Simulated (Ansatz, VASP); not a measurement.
# Cross-check of Sn between VASP and Ansatz, part 2 of 2

Wanted: the spread between two codes on one cell, functional and k mesh. The cell is taken from a series of runs on this material, whose earlier steps may have relaxed, scaled, displaced or heated it; both programs get it as it stands.

VASP 6.6.1 and Ansatz 0.2.0.

So far: The structure; VASP: zone-centre phonons, LDA.

### 2. VASP: zone-centre phonons, LDA (continued)

Level of this step: LDA; plane waves and PAW (Sn_d) (VASP).

Numbers of over 12 decimals in the logs are rounded to 6 here.

OUTCAR, selected parts (step 2):

```text
ion  position               nearest neighbor table
   1  0.500  0.500  0.500-   2 2.77   2 2.78   2 2.78   2 2.78
   2  0.750  0.750  0.750-   1 2.77   1 2.78   1 2.78   1 2.78

  LATTYP: Found a body centered tetragonal cell.
 ALAT       =     4.4391884105
 C/A-ratio  =     1.5018392735

 Subroutine GETGRP returns: Found  4 space group operations
 (whereof  2 operations were pure point group operations)

The static configuration has the point symmetry C_1h.
 The point group associated with its full space group is C_2h.

   k-points           NKPTS =   1728   k-points in BZ     NKDIM =   1728   number of bands    NBANDS=     20

   dimension x,y,z NGX =    36 NGY =   36 NGZ =   32
   dimension x,y,z NGXF=    72 NGYF=   72 NGZF=   64

   ENCUT  =  500.0 eV  36.75 Ry    6.06 a.u.   8.35  8.35  8.09*2*pi/ulx,y,z

   NELECT =      28.0000    total number of electrons

 k-points in reciprocal lattice and weights: Points of the shifted mesh
   0.04166667  0.04166667  0.04166667       0.001
   0.04166667  0.04166667  0.12500000       0.001
   0.04166667  0.04166667  0.20833333       0.001
   0.04166667  0.04166667  0.29166667       0.001
   0.04166667  0.04166667  0.37500000       0.001
   0.04166667  0.04166667  0.45833333       0.001
   0.04166667  0.04166667  0.54166667       0.001
   0.04166667  0.04166667  0.62500000       0.001
   0.04166667  0.04166667  0.70833333       0.001
[...]
0.95833333  0.95833333  0.87500000       0.001
   0.95833333  0.95833333  0.95833333       0.001

 average (electrostatic) potential at core
       1-101.0190       2-101.0190

  Total        0.9263648      0.9263648      0.0120238     -0.0030846     -0.0244461     -0.0244461
  in kB       22.5937557     22.5937557      0.2932565     -0.0752334     -0.5962333     -0.5962341
  external PRESSURE =      15.1602560 kB  Pullay stress =       0.0000000 kB

  energy-cutoff  :      500.00
  volume of cell :       65.69
      direct lattice vectors                 reciprocal lattice vectors
     0.000000000  3.138980228  3.333473749    -0.159287400  0.159287400  0.149993682
     3.138980228  0.000000000  3.333473749     0.159287400 -0.159287400  0.149993682
     3.138980228  3.138980228  0.000000000     0.159287400  0.159287400 -0.149993682

 POSITION                                       TOTAL-FORCE (eV/Angst)
 -----------------------------------------------------------------------------------
      3.13856      3.13856      3.33358        -0.000375     -0.000375     -0.000267
      4.70889      4.70889      5.00011         0.000375      0.000375      0.000267
 -----------------------------------------------------------------------------------
    total drift:                               -0.000000     -0.000000     -0.000000

 Eigenvectors and eigenvalues of the dynamical matrix
 ----------------------------------------------------

   1 f  =    6.094924 THz    38.295535 2PiTHz  203.304773 cm-1    25.206568 meV
             X         Y         Z           dx          dy          dz
      3.138556  3.138556  3.333575     0.014409    0.014409    0.706813
      4.708894  4.708894  5.000109    -0.014409   -0.014409   -0.706813

   2 f  =    5.907461 THz    37.117675 2PiTHz  197.051703 cm-1    24.431286 meV
             X         Y         Z           dx          dy          dz
      3.138556  3.138556  3.333575     0.499792    0.499792   -0.020377
      4.708894  4.708894  5.000109    -0.499792   -0.499792    0.020377

   3 f  =    5.860027 THz    36.819636 2PiTHz  195.469465 cm-1    24.235114 meV
             X         Y         Z           dx          dy          dz
      3.138556  3.138556  3.333575     0.500000   -0.500000    0.000000
      4.708894  4.708894  5.000109    -0.500000    0.500000   -0.000000

   4 f  =    0.000000 THz     0.000001 2PiTHz    0.000003 cm-1     0.000000 meV
             X         Y         Z           dx          dy          dz
      3.138556  3.138556  3.333575    -0.243828   -0.649029    0.138957
      4.708894  4.708894  5.000109    -0.243828   -0.649029    0.138957

   5 f  =    0.000000 THz     0.000000 2PiTHz    0.000001 cm-1     0.000000 meV
             X         Y         Z           dx          dy          dz
      3.138556  3.138556  3.333575    -0.653610    0.209024   -0.170597
      4.708894  4.708894  5.000109    -0.653610    0.209024   -0.170597

   6 f/i=    0.000000 THz     0.000000 2PiTHz    0.000001 cm-1     0.000000 meV
             X         Y         Z           dx          dy          dz
      3.138556  3.138556  3.333575     0.115509   -0.187270   -0.672003
      4.708894  4.708894  5.000109     0.115509   -0.187270   -0.672003

 ELASTIC MODULI CONTR FROM IONIC RELAXATION (kBar)
 Direction    XX          YY          ZZ          XY          YZ          ZX
 --------------------------------------------------------------------------------
 XX          -0.0113     -0.0013     -0.0016      0.0667      0.2366      1.7860
 YY          -0.0013     -0.0113     -0.0016      0.3900      1.7635     -0.0572
 ZZ          -0.0016     -0.0016     -0.0387      3.0956     -0.5144      0.0949
 XY           0.0667      0.3900      3.0956   -254.7517     -0.4280      7.9449
 YZ           0.2366      1.7635     -0.5144     -0.4280   -289.4075      2.1532
 ZX           1.7860     -0.0572      0.0949      7.9449      2.1532   -288.1486
 --------------------------------------------------------------------------------
```

### 3. Ansatz: zone-centre phonons, LDA

Ansatz runs on its PAW soft_1 files.

The same cell, functional (in two slightly different forms), mesh and smearing now go to Ansatz, which takes its cutoff from its data sets.

Contents of input.yaml:

```yaml
crystal:
  lattice:
    - [0.0, 3.138980228, 3.3334737487]
    - [3.138980228, 0.0, 3.3334737487]
    - [3.138980228, 3.138980228, 0.0]
  atoms:
    - { symbol: Sn, position: [0.5000152548, 0.5000152548, 0.4998496794] }
    - { symbol: Sn, position: [0.7499847452, 0.7499847452, 0.7501503206] }
kpoints:
  mp_grid: { grid: [12, 12, 12], shift: [0.5, 0.5, 0.5] }
hamiltonian:
  xc: lda
  pseudopotentials: { kind: paw, azcp: { folder: soft_1 }, xc_functional: pbe }
scf:
  occupations: { method: gaussian, width: 0.015 }
output:
  eigenvalues: true
phonons:
  method: dfpt
```

Run with:

```
> ansatz run input.yaml --threads 4 --pin off --max-ram 10240MiB --backend cpu --events-out ev --progress --plain --runs-dir out
```

What it wrote:

```text
Engine: ansatz 0.2.0, aarch64-unknown-linux-gnu
Pseudopotentials: kind: paw
Pseudopotential: Sn, paw, valence charge 14, recommended cutoff 420 eV (normal), soft_1/Sn.paw.azcp
Functional definition: SPW92
  exchange = slater_x
  correlation = pw_c
Crystal: 2 atoms, lattice volume = 65.691 Å³
Basis set: ecut = 420 eV, 1307 PW (Γ), exchange–correlation on 64×64×64 points (8 copies of the dense FFT grid, shifted against one another)
Bands: 18, of which v1, the nominal top of the filled ones, is band 14 counted from 1 (13 counted from 0)
Symmetry: 4 space group operations
k-points: 864 of 1728 (irreducible under 1 space group operation, time reversal used)
Non-local potential: Sn, projectors of the file, l = 0: 2, l = 1: 2, l = 2: 2, l = 3: 1
PAW form: soft (Blöchl's): semilocal exchange-correlation on the pseudo side does not see the compensation charge
PAW frozen core: Sn, regenerated for the run's functional, and the local potential with it (the file was generated under x = pbe(κ = 0.804, μ = 0.219515), c = pbe(β = 0.066725))
PAW one-centre angular grid: Sn, 590 points (default); XC on 64 Gauss nodes
Initial density: superposition of atomic densities (chi_scale 0.1, normalization cell)
Initial wavefunctions: pseudopotential atomic-orbital guess
Functional: x = slater, c = lda
SCF iter   1: F=—  HF=-11759.259536 eV  |F-HF|=—  |Δ(HF+E_count)|=         —  Δρ=2.36e-2  dr2=4.05e-1  ethr=3.10e-3  ⟨swp⟩=6.1  Hψ=84482  notcnv=0
preconditioner: auto → Kerker (q_TF=auto, 2.367 Å⁻¹)  [metal: Δε(μ)=0.001 eV  Ē_g=20.081 eV  σ=0.015 eV  W_gap=0.04  n_scr=14 (ndim 8)  ℏωp=24.2 eV  f_vac=0.001  D(μ)=0.17/eV (n_scr^D=0)]
SCF iter   2: F=—  HF=-11759.178739 eV  |F-HF|=—  |Δ(HF+E_count)|=   8.08e-2  Δρ=1.50e-2  dr2=1.90e-1  ethr=1.45e-3  ⟨swp⟩=2.0  Hψ=25722  notcnv=0
preconditioner: auto → none  [insulator: Δε(μ)=0.040 eV  Ē_g=20.228 eV  σ=0.015 eV  W_gap=0.94  n_scr=14 (ndim 8)  ℏωp=24.2 eV  f_vac=0.002  D(μ)=0.03/eV (n_scr^D=0)  ε∞_Penn≈2.4]
SCF iter   3: F=—  HF=-11759.126130 eV  |F-HF|=—  |Δ(HF+E_count)|=   5.26e-2  Δρ=3.26e-3  dr2=7.46e-3  ethr=6.80e-4  ⟨swp⟩=2.1  Hψ=22555  notcnv=0
SCF iter   4: F=—  HF=-11759.122693 eV  |F-HF|=—  |Δ(HF+E_count)|=   3.44e-3  Δρ=6.94e-4  dr2=2.46e-4  ethr=2.67e-5  ⟨swp⟩=3.0  Hψ=34284  notcnv=0
SCF iter   5: F=—  HF=-11759.122737 eV  |F-HF|=—  |Δ(HF+E_count)|=   4.43e-5  Δρ=1.19e-4  dr2=8.08e-6  ethr=8.78e-7  ⟨swp⟩=2.0  Hψ=27350  notcnv=0
SCF iter   6: F=—  HF=-11759.122736 eV  |F-HF|=—  |Δ(HF+E_count)|=   1.27e-6  Δρ=3.10e-5  dr2=4.29e-7  ethr=2.89e-8  ⟨swp⟩=2.3  Hψ=27652  notcnv=0
SCF iter   7: F=—  HF=-11759.122735 eV  |F-HF|=—  |Δ(HF+E_count)|=   1.18e-6  Δρ=4.24e-6  dr2=1.63e-8  ethr=1.53e-9  ⟨swp⟩=2.0  Hψ=27076  notcnv=0
SCF iter   8: F=—  HF=-11759.122735 eV  |F-HF|=—  |Δ(HF+E_count)|=   6.17e-9  Δρ=5.32e-7  dr2=1.35e-10  ethr=5.81e-11  ⟨swp⟩=2.0  Hψ=27648  notcnv=0
SCF iter   9: F=-11759.122735 eV  HF=-11759.122735 eV  |F-HF|=9.09e-12  |Δ(HF+E_count)|=  1.82e-11  Δρ=8.26e-8  dr2=1.96e-12  ethr=1.00e-12  ⟨swp⟩=7.2  Hψ=75394  notcnv=0
SCF 1 converged in 9 iterations: F = -11759.122735 eV  dr2 = 1.96e-12
  greatest PAW one-centre occupation: 0.992 electrons in one spin orbital (limit 2), on the Sn atom at site 1 (counted from 0), in its partial waves of l = 2
DFPT response loops at Γ: preconditioner auto → Kerker (q_TF=auto, 2.367 Å⁻¹) (partly filled bands, converged f_vac=0.074); β = 1.00, the filter's whole step (`scf.mixing.beta` (0.50) is not read by the response loops under this deck's `scf.mixing.preconditioner`; to damp them name `kerker` or `kerker_dos`, under which they read `scf.mixing.beta`, and type it under 1.00, their step now; both keys bind the ground state too); Broyden in place of MSR1
SCF converged after 9 iterations
Free energy (F): -11759.122735 eV
Harris-Foulkes:  -11759.122735 eV  (|F-HF|=9.09e-12)
Internal energy: -11759.122735 eV  (E = F + TS)
E sigma→0 (E₀):  -11759.122735 eV
Fermi energy:    8.135495 eV
--- Per-component energies (eV) ---
  E_band       = -242.444246
  E_kinetic    = 340.168485
  E_local      = -2578.188243  (includes V_loc(G=0)·N_el)
  E_nonlocal   = 299.181321
  E_hartree    = 1255.808978
  E_xc         = -250.485924
  E_vxc        = -162.930268  (∫ρ·V_xc dr)
  E_paw        = -8451.499047  (= ΣΔE_a)
  E_vpaw       = -652.294014  (= ΣTr[D̂ρ^β])
  E_aug_tail   = 0.000545  (compensation charges beyond the density's cutoff)
  E_ewald      = -2374.958633
  E_core_change = 0.849782  (= ΣΔE_core)
  E_smearing   = -0.000000  (= −TS)
  E_closure    = 0.000000  (closes the sum)
  Σ components = -11759.122735   (vs F -11759.122735, Δ=0.00e0)
--- Band table (eV; the first three rows and the last of 864) ---
  k-point 0: bands = [... 10 lower, -2.8490, 7.0968, 7.9167, 8.2560, 8.4321, 10.2003, 10.2053, 10.4666]
  k-point 1: bands = [... 10 lower, -2.7528, 6.2391, 7.4744, 8.1978, 8.8297, 10.2713, 10.3084, 11.0941]
  k-point 2: bands = [... 10 lower, -2.5206, 4.9528, 7.1160, 7.9269, 8.7662, 10.6916, 10.7782, 11.9129]
  k-point 863: bands = [... 10 lower, -1.1548, 1.5712, 6.5702, 6.9377, 8.2057, 11.2662, 11.4180, 13.7059]
--- Phonons (Γ-DFPT): 2 representative perturbations + reference, on 864 of 1728 k-points (Σ response iterations 6) ---
  k mesh reduced under 1 symmetry operation, with k and −k counted as one. Each operation leaves every solved perturbation unchanged. A smaller set is not used because it would not reduce the number of displacements times k-points to solve
  ASR residual: 1.829e-5 → 0.000e0 eV/Å²; symmetrization residual: 1.782e-6 eV/Å²
  ASR residual per site (eV/Å²): 1.83e-5 1.83e-5
  Γ frequencies (cm⁻¹): 0.00 0.00 0.00 194.43 196.49 202.32
  non-analytic LO–TO correction: not included (Born effective charges unavailable; polar crystals: no LO–TO splitting at Γ)
```

### 4. Comparison

Known differences besides the potentials themselves: the two LDA forms differ slightly; the cutoff is 420 eV in Ansatz and 500 eV in VASP; VASP's log shows a relativistic correction to its local exchange, Ansatz's none. Total energies have different zeros and are not compared.

The two programs side by side:

```tsv
quantity	Ansatz	VASP	difference
optical mode 1 (cm⁻¹)	194.4	195.5	-0.53 %
optical mode 2 (cm⁻¹)	196.5	197.1	-0.29 %
optical mode 3 (cm⁻¹)	202.3	203.3	-0.48 %
```

Modes are paired by rising frequency, not by their patterns, so a pair may set unlike modes beside each other; they are those without the splitting of longitudinal modes.

### 5. Outcome

| Property | Result |
| --- | --- |
| r.m.s. difference of the optical zone-centre modes, each program's sorted by frequency (zone-centre phonons, LDA) | 0.89 cm⁻¹ |
| difference in optical mode 1 (zone-centre phonons, LDA) | -0.5 % |

In words: The r.m.s. difference of the optical zone-centre modes, each program's sorted by frequency is 0.89 cm⁻¹ (zone-centre phonons, LDA). Among the rows given in per cent, the largest difference of the zone-centre phonons, LDA pair is in optical mode 1, -0.5 %. How closely two codes agree says nothing of how well the functional describes the real material.

[Lines on the potential files, build, host, timing and source positions are cut from VASP's logs without a mark.]

[Logs are printed without paths, hosts, clocks, repeated set-up lines and the standing remarks that a program may print on its own settings, such as how far it seeks lower states.]

[Hosts, paths, dates, database ids (printed as entryN), source tags and the programs' standing remarks are cut or masked in the printed files.]
